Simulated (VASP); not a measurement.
**Metal contacts to MoS2**

Does the barrier of MoS2 follow the work function of the metal under it?

Method: optB86b-vdW, no spin polarisation; plane waves and PAW (Mo_sv, S), in the first sound run; inputs show where later runs differ, in VASP 6.6.1.

## 1. The structure

The cell holds 3 atoms: 1 Mo and 2 S. Its edges and angles: a = 3.170 Å, b = 3.170 Å, c = 22.000 Å, α = 90.0°, β = 90.0°, γ = 120.0°. Vacuum lies along c.

## 2. Relax the free sheet, optB86b-vdW

The sheet sets the in-plane lattice; the metals are strained to it.

Level: optB86b-vdW, no spin polarisation; plane waves and PAW (Mo_sv, S).

INCAR reads:

```
SYSTEM = MoS2
PREC = Accurate
ENCUT = 330
EDIFF = 1E-06
NELM = 120
ISMEAR = 0
SIGMA = 0.05
LREAL = .FALSE.
ALGO = Normal
GGA = MK
AGGAC = 0
LUSE_VDW = .TRUE.
PARAM1 = 0.1234
PARAM2 = 1
LASPH = .TRUE.
NBANDS = 19
LORBIT = 11
LWAVE = .FALSE.
LCHARG = .FALSE.
KPAR = 16
IBRION = 2
NSW = 40
ISIF = 3
EDIFFG = -0.01
POTIM = 0.4
LATTICE_CONSTRAINTS = .TRUE. .TRUE. .FALSE.
```

POSCAR reads:

```
MoS2
1.0
    3.1700000000      0.0000000000      0.0000000000
   -1.5850000000      2.7453005300      0.0000000000
    0.0000000000      0.0000000000     22.0000000000
Mo S
1 2
Direct
    0.3333333333      0.6666666667      0.5000000000
    0.6666666667      0.3333333333      0.4288636364
    0.6666666667      0.3333333333      0.5711363636
```

KPOINTS reads:

```
Automatic mesh
0
Gamma
12 12 1
0 0 0
```

Potentials, in the order of the species: Mo_sv and S (PBE family, release 64).

Command:

```bash
$ mpirun -np 16 vasp_std
```

The log of the run:

```text
[banner, memory and clock lines left out]
running   16 mpi-ranks, on    1 nodes
[...]
|                                                                             |
|           W    W    AA    RRRRR   N    N  II  N    N   GGGG   !!!           |
|           W    W   A  A   R    R  NN   N  II  NN   N  G    G  !!!           |
|           W    W  A    A  R    R  N N  N  II  N N  N  G       !!!           |
|           W WW W  AAAAAA  RRRRR   N  N N  II  N  N N  G  GGG   !            |
|           WW  WW  A    A  R   R   N   NN  II  N   NN  G    G                |
|           W    W  A    A  R    R  N    N  II  N    N   GGGG   !!!           |
|                                                                             |
|     For optimal performance we recommend to set                             |
|       NCORE = 2 up to number-of-cores-per-socket                            |
|     NCORE specifies how many cores store one orbital (NPAR=cpu/NCORE).      |
|     This setting can greatly improve the performance of VASP for DFT.       |
[...]
LDA part: xc-table for (Slater+PW92), standard interpolation
 POSCAR, INCAR and KPOINTS ok, starting setup
[...]
entering main loop
       N       E                     dE             d eps       ncg     rms          rms(c)
DAV:   1     0.113302223579E+03    0.11330E+03   -0.11411E+04  1026   0.752E+02
DAV:   2    -0.944996202603E+01   -0.12275E+03   -0.12097E+03   984   0.194E+02
DAV:   3    -0.174221722453E+02   -0.79722E+01   -0.79261E+01  1017   0.450E+01
DAV:   4    -0.175178051870E+02   -0.95633E-01   -0.95423E-01   903   0.528E+00
[...]
DAV:  18    -0.160434290440E+02   -0.20076E-04   -0.22763E-06   605   0.664E-03    0.985E-04
DAV:  19    -0.160434314830E+02   -0.24390E-05   -0.52510E-07   679   0.266E-03    0.105E-03
DAV:  20    -0.160434315025E+02   -0.19480E-07   -0.10503E-07   565   0.155E-03
   1 F= -.16043432E+02 E0= -.16043432E+02  d E =-.160434E+02
[... from here on, the cycles between the ionic steps are left out ...]
   2 F= -.16044305E+02 E0= -.16044305E+02  d E =-.873360E-03
   3 F= -.16044372E+02 E0= -.16044372E+02  d E =-.940282E-03
   4 F= -.16044664E+02 E0= -.16044664E+02  d E =-.291765E-03
   5 F= -.16044700E+02 E0= -.16044700E+02  d E =-.328444E-03
[...]
reached required accuracy - stopping structural energy minimisation
```

Run time: 6.9 min. Hardware: 16 MPI ranks of Intel Xeon 6975P-C (Granite Rapids), shared host; peak memory 8.9 GiB.

Lines that name or quote the potential files are left out of all logs, and their timing lines are given in words.

OUTCAR, selected parts (step 2):

```text
  Total        0.0017511      0.0017511     -0.1744849     -0.0000000      0.0000000      0.0000000
  in kB        0.0147600      0.0147600     -1.4707394     -0.0000000      0.0000000      0.0000000
  external PRESSURE =      -0.4804065 kB  Pullay stress =       0.0000000 kB

 POSITION                                       TOTAL-FORCE (eV/Angst)
 -----------------------------------------------------------------------------------
     -0.00000      1.82360     11.00000         0.000000      0.000000      0.000000
      1.57928      0.91180      9.42934        -0.000000     -0.000000     -0.000290
      1.57928      0.91180     12.57066        -0.000000     -0.000000      0.000290
 -----------------------------------------------------------------------------------
    total drift:                                0.000000     -0.000000     -0.000000

  FREE ENERGIE OF THE ION-ELECTRON SYSTEM (eV)
  ---------------------------------------------------
  free  energy   TOTEN  =       -16.0447002291 eV

  energy  without entropy=      -16.0447002291  energy(sigma->0) =      -16.04470023

 reached required accuracy - stopping structural energy minimisation

[... 3 further parts left out ...]
[key lines of the parts left out:]
E-fermi :  -2.1373
```

Read from the output:

| Quantity | Value |
| --- | --- |
| energy(sigma→0) of the program | -16.0447 eV |
| volume | 190.078 Å³ |
| ionic steps | 5 |

## 3. Levels of the free sheet, optB86b-vdW

The free sheet gives its levels against the core potential of Mo.

Level: optB86b-vdW, no spin polarisation; plane waves and PAW (Mo_sv, S).

System, named by how it was started: 2H-MoS2 monolayer. The cell holds 9 atoms: 3 Mo and 6 S. Its edges and angles: a = 5.471 Å, b = 5.471 Å, c = 22.000 Å, α = 90.0°, β = 90.0°, γ = 120.0°. It derives from MoS2 (2H-MoS2 monolayer). Vacuum lies along c.

INCAR reads:

```
SYSTEM = MoS2
PREC = Normal
ENCUT = 330
EDIFF = 1E-06
NELM = 120
ISMEAR = 0
SIGMA = 0.05
LREAL = .FALSE.
ALGO = Fast
GGA = MK
AGGAC = 0
LUSE_VDW = .TRUE.
PARAM1 = 0.1234
PARAM2 = 1
LASPH = .TRUE.
NBANDS = 61
LORBIT = 11
LWAVE = .FALSE.
LCHARG = .FALSE.
KPAR = 8
NCORE = 2
IDIPOL = 3
LDIPOL = .TRUE.
DIPOL = 0.5 0.5 0.5
LVHAR = .TRUE.
LVACPOTAV = .TRUE.
NEDOS = 1500
```

POSCAR reads:

```
MoS2
1.0
    4.7378463371      2.7353968581      0.0000000000
   -4.7378463370      2.7353968581      0.0000000000
    0.0000000000      0.0000000000     22.0000000000
Mo S
3 6
Direct
    0.3333333333      0.3333333334      0.5000000000
    0.6666666667      0.0000000000      0.5000000000
    0.0000000000      0.6666666667      0.5000000000
    0.3333333333      0.0000000000      0.4286065166
    0.6666666667      0.6666666666      0.4286065166
    0.0000000000      0.3333333333      0.4286065166
    0.3333333333      0.0000000000      0.5713934834
    0.6666666667      0.6666666666      0.5713934834
    0.0000000000      0.3333333333      0.5713934834
```

KPOINTS reads:

```
Automatic mesh
0
Gamma
9 9 1
0 0 0
```

Command:

```bash
$ mpirun -np 16 vasp_std
```

The log of the run:

```text
[banner, memory and clock lines left out]
running   16 mpi-ranks, on    1 nodes
[...]
[... a notice as in an earlier step ...]

 [... a notice as in an earlier step ...]

 LDA part: xc-table for (Slater+PW92), standard interpolation
 POSCAR, INCAR and KPOINTS ok, starting setup
[...]
entering main loop
       N       E                     dE             d eps       ncg     rms          rms(c)
DAV:   1     0.485776599679E+03    0.48578E+03   -0.32295E+04  1848   0.716E+02
DAV:   2    -0.685803094486E+01   -0.49263E+03   -0.47110E+03  2008   0.210E+02
DAV:   3    -0.514373149047E+02   -0.44579E+02   -0.43775E+02  1827   0.571E+01
DAV:   4    -0.524938401433E+02   -0.10565E+01   -0.10530E+01  1827   0.941E+00
[...]
RMM:  20    -0.481326941729E+02   -0.53702E-05   -0.59144E-07  1293   0.230E-03    0.148E-03
RMM:  21    -0.481326953435E+02   -0.11706E-05   -0.13313E-07   991   0.113E-03    0.131E-03
RMM:  22    -0.481326958425E+02   -0.49905E-06   -0.67459E-08   868   0.100E-03
|                                                                             |
|           W    W    AA    RRRRR   N    N  II  N    N   GGGG   !!!           |
|           W    W   A  A   R    R  NN   N  II  NN   N  G    G  !!!           |
|           W    W  A    A  R    R  N N  N  II  N N  N  G       !!!           |
|           W WW W  AAAAAA  RRRRR   N  N N  II  N  N N  G  GGG   !            |
|           WW  WW  A    A  R   R   N   NN  II  N   NN  G    G                |
|           W    W  A    A  R    R  N    N  II  N    N   GGGG   !!!           |
|                                                                             |
|     Did not find any points to average over, which means that no vacuum     |
|     field-free region was found. Please increase the size of  your cell     |
|     in the dimension of the dipole correction to obtain accurate            |
|     workfunction values.                                                    |
|                                                                             |

   1 F= -.48132696E+02 E0= -.48132696E+02  d E =-.694202E-11
```

Wall time 73 s (16 MPI ranks); peak memory 6.7 GiB.

From OUTCAR (step 3):

```text
  LATTYP: Found a hexagonal cell.
 ALAT       =     5.4707937162
 C/A-ratio  =     4.0213543301

 Subroutine GETGRP returns: Found 12 space group operations
 (whereof 12 operations were pure point group operations)

The static configuration has the point symmetry D_3h.

 Found     12 irreducible k-points:

   k-points           NKPTS =     12   k-points in BZ     NKDIM =     12   number of bands    NBANDS=     61

   dimension x,y,z NGX =    24 NGY =   24 NGZ =   98
   dimension x,y,z NGXF=    48 NGYF=   48 NGZF=  196

   ENCUT  =  330.0 eV  24.25 Ry    4.92 a.u.   8.10  8.10 32.59*2*pi/ulx,y,z

   NELECT =      78.0000    total number of electrons

 dipolmoment           0.000000      0.000000     -0.000000 electrons x Angstroem

 E-fermi :  -2.2463

 k-point     1 :       0.0000    0.0000    0.0000
  band No.  band energies     occupation
    ...
     35      -3.8818      2.00000
     36      -3.8818      2.00000
     37      -2.5507      2.00000
     38      -2.4609      2.00000
     39      -2.4609      2.00000
     40      -0.6883      0.00000
     41      -0.6883      0.00000
     42       0.3828      0.00000
     43       0.3828      0.00000
     44       0.5813      0.00000
    ...

 k-point     2 :       0.1111    0.0000    0.0000
  band No.  band energies     occupation
    ...
     35      -3.9898      2.00000
     36      -3.6703      2.00000
     37      -2.5999      2.00000
     38      -2.5725      2.00000
     39      -2.5653      2.00000
     40      -0.5465      0.00000
     41      -0.5317      0.00000
     42       0.2887      0.00000
     43       0.4097      0.00000
     44       0.4953      0.00000
    ...

Total vdW correction in eV:     10.9288014

  Total        0.0114310      0.0114310     -0.4647878      0.0000000      0.0000000      0.0000000
  in kB        0.0321175      0.0321175     -1.3059043      0.0000000      0.0000000      0.0000000
  external PRESSURE =      -0.4138897 kB  Pullay stress =       0.0000000 kB

  energy-cutoff  :      330.00
  volume of cell :      570.24
      direct lattice vectors                 reciprocal lattice vectors
     4.737846337  2.735396858  0.000000000     0.105533182  0.182788833  0.000000000
    -4.737846337  2.735396858  0.000000000    -0.105533182  0.182788833  0.000000000
     0.000000000  0.000000000 22.000000000     0.000000000  0.000000000  0.045454545

 POSITION                                       TOTAL-FORCE (eV/Angst)
 -----------------------------------------------------------------------------------
     -0.00000      1.82360     11.00000        -0.000000     -0.000000      0.000000
      3.15856      1.82360     11.00000        -0.000000     -0.000000      0.000000
     -3.15856      1.82360     11.00000        -0.000000     -0.000000      0.000000
      1.57928      0.91180      9.42934        -0.000000     -0.000000     -0.001083
      0.00000      3.64720      9.42934         0.000000      0.000000     -0.001083
     -1.57928      0.91180      9.42934        -0.000000      0.000000     -0.001083
      1.57928      0.91180     12.57066         0.000000     -0.000000      0.001083
      0.00000      3.64720     12.57066         0.000000     -0.000000      0.001083
     -1.57928      0.91180     12.57066         0.000000      0.000000      0.001083
 -----------------------------------------------------------------------------------
    total drift:                                0.000000     -0.000065      0.000001

  FREE ENERGIE OF THE ION-ELECTRON SYSTEM (eV)
  ---------------------------------------------------
  free  energy   TOTEN  =       -48.1326958425 eV

  energy  without entropy=      -48.1326958425  energy(sigma->0) =      -48.13269584

Total vdW correction in eV:     10.9288046

 vacuum level on the upper side and lower side of the slab         3.613         3.613

 total charge
# of ion       s       p       d       tot
------------------------------------------
    1        2.293   6.220   3.953  12.465
    2        2.293   6.220   3.953  12.465
    3        2.293   6.220   3.953  12.465
    4        1.366   2.340   0.000   3.705
    5        1.366   2.340   0.000   3.705
    6        1.366   2.340   0.000   3.705
    7        1.366   2.340   0.000   3.705
    8        1.366   2.340   0.000   3.705
    9        1.366   2.340   0.000   3.705
--------------------------------------------------
tot         15.071  32.697  11.858  59.627

[... 7 further parts left out ...]
```

This run gave:

| Item | Value |
| --- | --- |
| energy(sigma→0) of the program | -48.1327 eV |
| highest filled level below the vacuum, upper and lower side | 6.07, 6.07 eV |

## 4. Relax the metal slab, optB86b-vdW

One member in full, Ir: the two lower layers are held.

Level: optB86b-vdW; plane waves and PAW (Ir).

System, named by how it was started: Ir slab. The cell holds 16 atoms: 16 Ir. Cell: a = 5.471 Å, b = 5.471 Å, c = 29.452 Å, α = 90.0°, β = 90.0°, γ = 120.0°. It derives from Ir. Vacuum lies along c.

INCAR reads:

```
SYSTEM = Ir
PREC = Normal
ENCUT = 330
EDIFF = 1E-05
NELM = 120
ISMEAR = 1
SIGMA = 0.1
LREAL = Auto
ALGO = Fast
GGA = MK
AGGAC = 0
LUSE_VDW = .TRUE.
PARAM1 = 0.1234
PARAM2 = 1
LASPH = .TRUE.
NBANDS = 89
LORBIT = 11
LWAVE = .FALSE.
LCHARG = .FALSE.
KPAR = 4
IBRION = 2
NSW = 30
ISIF = 2
EDIFFG = -0.03
POTIM = 0.4
MAXMIX = 40
IDIPOL = 3
LDIPOL = .TRUE.
DIPOL = 0.5 0.5 0.384
```

POSCAR reads:

```
Ir
1.0
    4.7378463370      2.7353968580      0.0000000000
   -4.7378463370      2.7353968580      0.0000000000
    0.0000000000      0.0000000000     29.4522148340
Ir
16
Selective dynamics
Direct
    0.0000000000      0.0000000000      0.2716264310  F F F
    0.0000000000      0.5000000000      0.2716264310  F F F
    0.5000000000      0.0000000000      0.2716264310  F F F
    0.5000000000      0.5000000000      0.2716264310  F F F
    0.1666666670      0.3333333330      0.3464470810  F F F
    0.1666666670      0.8333333330      0.3464470810  F F F
    0.6666666670      0.3333333330      0.3464470810  F F F
    0.6666666670      0.8333333330      0.3464470810  F F F
    0.3333333330      0.1666666670      0.4212677310  T T T
    0.3333333330      0.6666666670      0.4212677310  T T T
    0.8333333330      0.1666666670      0.4212677310  T T T
    0.8333333330      0.6666666670      0.4212677310  T T T
    0.0000000000      0.0000000000      0.4960883810  T T T
    0.0000000000      0.5000000000      0.4960883810  T T T
    0.5000000000      0.0000000000      0.4960883810  T T T
    0.5000000000      0.5000000000      0.4960883810  T T T
```

KPOINTS reads:

```
Automatic mesh
0
Gamma
6 6 1
0 0 0
```

The projector-augmented-wave data sets are Ir (PBE family, release 64).

Command:

```bash
$ mpirun -np 4 vasp_std
```

The log of the run:

```text
[banner, memory and clock lines left out]
running    4 mpi-ranks, on    1 nodes
[...]
[... a notice as in an earlier step ...]

 [... a notice as in an earlier step ...]

 LDA part: xc-table for (Slater+PW92), standard interpolation
 POSCAR, INCAR and KPOINTS ok, starting setup
[...]
entering main loop
       N       E                     dE             d eps       ncg     rms          rms(c)
DAV:   1     0.109151783341E+04    0.10915E+04   -0.45260E+04  1254   0.950E+02
DAV:   2     0.131417700515E+02   -0.10784E+04   -0.98180E+03  1355   0.360E+02
DAV:   3    -0.978396398572E+02   -0.11098E+03   -0.10047E+03  1588   0.103E+02
DAV:   4    -0.105604640939E+03   -0.77650E+01   -0.72016E+01  1836   0.264E+01
[...]
RMM:  23    -0.968041802623E+02   -0.18144E-04   -0.40209E-06   725   0.619E-03    0.319E-03
RMM:  24    -0.968041916041E+02   -0.11342E-04   -0.26971E-06   691   0.507E-03    0.597E-03
RMM:  25    -0.968041996745E+02   -0.80704E-05   -0.12904E-06   475   0.372E-03
   1 F= -.96804200E+02 E0= -.96797841E+02  d E =-.968042E+02
[... from here on, the cycles between the ionic steps are left out ...]
   2 F= -.96810426E+02 E0= -.96804099E+02  d E =-.622600E-02
   3 F= -.96810609E+02 E0= -.96804295E+02  d E =-.640960E-02
   4 F= -.96812459E+02 E0= -.96806162E+02  d E =-.184957E-02
   5 F= -.96814623E+02 E0= -.96808424E+02  d E =-.401350E-02
[...]
reached required accuracy - stopping structural energy minimisation
```

Run time: 10 min. Hardware: 4 MPI ranks; peak memory 3.1 GiB.

Parts of OUTCAR (step 4):

```text
  Total      -18.6264243    -18.6264243     -2.2661280      0.0000000      0.0000000      0.0000000
  in kB      -39.0922624    -39.0922624     -4.7560428      0.0000000      0.0000000      0.0000000
  external PRESSURE =     -27.6468558 kB  Pullay stress =       0.0000000 kB

 POSITION                                       TOTAL-FORCE (eV/Angst)
 -----------------------------------------------------------------------------------
      0.00000      0.00000      8.00000         0.000000      0.000000      0.158520
     -2.36892      1.36770      8.00000         0.000000     -0.000000      0.158520
      2.36892      1.36770      8.00000         0.000000      0.000000      0.158520
      0.00000      2.73540      8.00000         0.000000      0.000000      0.158520
     -0.78964      1.36770     10.20363        -0.000000     -0.000000     -0.146670
     -3.15856      2.73540     10.20363        -0.000000     -0.000000     -0.146670
      1.57928      2.73540     10.20363        -0.000000     -0.000000     -0.146670
     -0.78964      4.10310     10.20363        -0.000000     -0.000000     -0.146670
      0.78964      1.36770     12.40269         0.000000      0.000000     -0.013995
     -1.57928      2.73540     12.40269        -0.000000     -0.000000     -0.013995
      3.15856      2.73540     12.40269        -0.000000     -0.000000     -0.013995
      0.78964      4.10310     12.40269         0.000000     -0.000000     -0.013995
      0.00000      0.00000     14.58856        -0.000000     -0.000000      0.002146
     -2.36892      1.36770     14.58856         0.000000     -0.000000      0.002146
      2.36892      1.36770     14.58856        -0.000000     -0.000000      0.002146
      0.00000      2.73540     14.58856         0.000000     -0.000000      0.002146
 -----------------------------------------------------------------------------------
    total drift:                               -0.000009      0.000008     -0.071227

  FREE ENERGIE OF THE ION-ELECTRON SYSTEM (eV)
  ---------------------------------------------------
  free  energy   TOTEN  =       -96.8146227827 eV

  energy  without entropy=      -96.7960258319  energy(sigma->0) =      -96.80842380

[... 1 part as in an earlier step ...]

[... 3 further parts left out ...]
[key lines of the parts left out:]
E-fermi :  -0.9416
```

This run gave:

- energy(sigma→0) of the program: -96.8084 eV
- ionic steps: 5

[end of part 1 of 3]

[Lines on the potential files, build, host, timing and source positions are cut from VASP's logs without a mark.]

[Logs are printed without paths, hosts, clocks, repeated set-up lines and the standing remarks that a program may print on its own settings, such as how far it seeks lower states.]

[Hosts, paths, dates, database ids (printed as entryN), source tags and the programs' standing remarks are cut or masked in the printed files.]
